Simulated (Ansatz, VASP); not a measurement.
## ZrTiN in VASP and in Ansatz

The input INCAR:

```
SYSTEM = ZrTiN
  ALGO = Normal
  EDIFF = 1E-6
  EDIFFG = -0.04
  ENCUT = 600
  GGA = PE
  IBRION = 2
  ISIF = 3
  ISMEAR = 0
  LASPH = .True.
  LCHARG = .False.
  LREAL = .False.
  LWAVE = .False.
  NELM = 100
  NSW = 90
  PREC = Accurate
  SIGMA = 0.1
```

KPOINTS

```
k-points
0
Gamma
  6 6 6
  0 0 0
```

Contents of POSCAR:

```
ZrTiN
1.0
    4.1576693431      0.0000000000      0.0000000000
   -2.0788346716      3.6006472717      0.0000000000
    0.0000000000      0.0000000000      2.8658778900
Zr Ti N
1 1 1
Direct
    0.6666666667      0.3333333333      0.5000000000
    0.3333333333      0.6666666667      0.5000000000
    0.0000000000      0.0000000000      0.0000000000
```

Input for Ansatz:

```yaml
crystal:
  lattice:
    - [4.1576693431, 0.0, 0.0]
    - [-2.0788346716, 3.6006472717, 0.0]
    - [0.0, 0.0, 2.86587789]
  atoms:
    - { symbol: Zr, position: [0.6666666667, 0.3333333333, 0.5] }
    - { symbol: Ti, position: [0.3333333333, 0.6666666667, 0.5] }
    - { symbol: "N", position: [0.0, 0.0, 0.0] }
basis:
  ecutwfc: 420
kpoints:
  mp_grid: { grid: [6, 6, 6] }
hamiltonian:
  xc: pbe
scf:
  occupations: { method: gaussian, width: 0.1 }
  lower_state_search: "off"
output:
  forces: true
  stress: true
  eigenvalues: true
relax:
  adjacent_minimum: "off"
  f_tol: 0.04
  max_steps: 70
  cell: { stress_tol: 0.4 }
```

Change from the starting cell: species swapped into the EuAlSi type (P-6m2, No. 187).

Alike in both runs: task relaxation of cell and atoms; functional PBE; k mesh 6 × 6 × 6; occupations gaussian, width 0.1 eV; no spin polarisation.

```csv
,VASP,Ansatz
version,VASP 6.6.1,Ansatz 0.2.0
potentials or method,"VASP PAW PBE potentials, release 64 (Zr_sv, Ti_sv, N)","scalar-relativistic, plane waves, PAW"
plane-wave cutoff (eV),600,420
valence electrons in the cell,29,29
```

VASP gave:

| Item | Value |
| --- | --- |
| gap on the k mesh at the Fermi level, each at its own relaxed structure (eV) | none |
| relaxed volume (Å³/atom) | 14.51 |
| relaxed cell length with the largest relative difference (Å) | 4.235 |
| energy change over the relaxation (meV/atom) | -7 |

Question: Estimate Ansatz's values.

Answer: gap on the k mesh at the Fermi level, each at its own relaxed structure (eV): none; relaxed volume (Å³/atom): 14.42; relaxed cell length with the largest relative difference (Å): 4.221; energy change over the relaxation (meV/atom): -5.

A gap of «none» marks a metal or a gap that the smearing closes.

Caveats: the k mesh is coarse (spacing up to 0.37 Å⁻¹), so the values aren't converged.
